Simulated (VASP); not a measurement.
An input for Ansatz (written as the equivalent of a VASP run, and not itself run):

Ansatz 0.2 input:
```yaml
crystal:
  lattice:
    - [0.0000000, 3.1836931, 3.1836931]
    - [3.1836931, 0.0000000, 3.1836931]
    - [3.1836931, 3.1836931, 0.0000000]
  atoms:
    - { symbol: Ba, position: [0.0000000, 0.0000000, 0.0000000] }
    - { symbol: F, position: [0.2500000, 0.2500000, 0.2500000] }
    - { symbol: F, position: [0.7500000, 0.7500000, 0.7500000] }
kpoints:
  mp_grid: { grid: [7, 7, 7] }
hamiltonian:
  xc: revpbe
  pseudopotentials: { kind: paw }
scf:
  occupations: { method: tetrahedron }
  max_iter: 100
output: { forces: true, stress: true, eigenvalues: true }
```

Translate this input to VASP (INCAR, KPOINTS, POSCAR, choice of POTCAR).

Several could match; the one computed here: 
File KPOINTS:
```
Automatic
0
Gamma
  7 7 7
0 0 0
```

**POSCAR**
```
BaF2
1
    0.0000000000     3.1836930821     3.1836930821
    3.1836930821     0.0000000000     3.1836930821
    3.1836930821     3.1836930821     0.0000000000
Ba F
1 2
Direct
  0.0000000000   0.0000000000   0.0000000000
  0.2500000000   0.2500000000   0.2500000000
  0.7500000000   0.7500000000   0.7500000000
```

### INCAR
```
SYSTEM = BaF2
PREC = Accurate; ENCUT = 520; LREAL = .False.
LASPH = .True.
EDIFF = 1E-7; NELM = 100; ALGO = Normal
LMAXMIX = 4
ISMEAR = -5
GGA = RE
ISIF = 2
LWAVE = .False.; LCHARG = .True.; LORBIT = 11
NEDOS = 601
LEFG = .True.
```

POTCAR, in this order: Ba_sv F (PBE.64 set). Program: vasp_std.

What does not carry over: each code has its own PAW files, so the cut-off isn't converted (ENCUT is set for VASP's; basis.ecutwfc is left out, and Ansatz then takes the one that its files recommend); Ansatz stops its SCF on the density residual and VASP on the energy change (EDIFF); the field gradients of LEFG aren't asked of the other code.

The compound is BaF2 in the fluorite structure. It was relaxed first, which changed the volume by +8 %.
